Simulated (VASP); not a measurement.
```yaml
crystal:
  lattice:
    - [4.22785, 0.00000, 0.00000]
    - [0.00000, 4.22785, 0.00000]
    - [0.00000, 0.00000, 4.22785]
  atoms:
    - { symbol: Mg, position: [0.00000, 0.50000, 0.50000] }
    - { symbol: Mg, position: [0.50000, 0.00000, 0.50000] }
    - { symbol: Mg, position: [0.50000, 0.50000, 0.00000] }
    - { symbol: Zn, position: [0.00000, 0.00000, 0.00000] }
    - { symbol: O, position: [0.50000, 0.00000, 0.00000] }
    - { symbol: O, position: [0.00000, 0.50000, 0.00000] }
    - { symbol: O, position: [0.00000, 0.00000, 0.50000] }
    - { symbol: O, position: [0.50000, 0.50000, 0.50000] }
```

Computed with PBEsol GGA, VASP's PBE PAW potentials (set 64) (plane waves; VASP). Numerical set-up: 520 eV cut-off, 6×6×6 Γ-centred mesh, tetrahedra with Blöchl corrections, potentials Mg Zn O.

### Question
Tabulate the total density of states (states/eV per cell) against energy (eV; zero at the valence-band maximum or, without a gap, the Fermi level).

### Answer

```
E (eV)  DOS (states/eV)
------  ---------------
-9.97              0.00
-9.37              0.00
-8.65              0.00
-8.05              0.00
-7.33              0.00
-6.73              0.19
-6.13              4.51
-5.41              10.8
-4.81              3.53
-4.09              10.8
-3.49              2.36
-2.77              4.14
-2.17              9.91
-1.57              6.50
-0.85              1.69
-0.25              1.16
0.47               0.00
1.07               0.00
1.79               0.00
2.39               0.00
2.99               0.08
3.71               0.18
4.31               0.31
5.03               0.62
5.63               0.96
```
Within 2 eV below the valence-band maximum the largest weight inside VASP's projection spheres is O p.

The structure comes from a computed database's Mg3ZnO4 entry (Pm-3m); how it stands against other phases isn't given here. It was relaxed first.
